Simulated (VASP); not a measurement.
Data:

```xyz
2
Lattice="0.0000 2.5770 2.5770 2.5770 0.0000 2.5770 2.5770 2.5770 0.0000" Properties=species:S:1:pos:R:3 pbc="T T T"
Ru     0.0000     0.0000     0.0000
P      1.2885     1.2885     1.2885
```

These are PBEsol GGA, VASP's PBE PAW potentials (set 64) (plane waves; VASP 6.6.1) values and carry that method's errors. Numerical set-up: 400 eV cut-off, Gaussian smearing of 0.050 eV, potentials Ru_pv P.

Question: What does the run give for the band gap (along the path) with the smallest direct gap where there is one?

Answer: 
```
Item                                                          Value
-------------------------  ----------------------------------------
band gap (along the path)  none (metal, semimetal or under 0.01 eV)
```

The structure was generated: RuP was put into the zinc blende type (F-43m), which need not be its known phase. It was relaxed first, which changed the volume by -31 %. The electron count is odd and the run is not spin-polarised, which forces a metal.
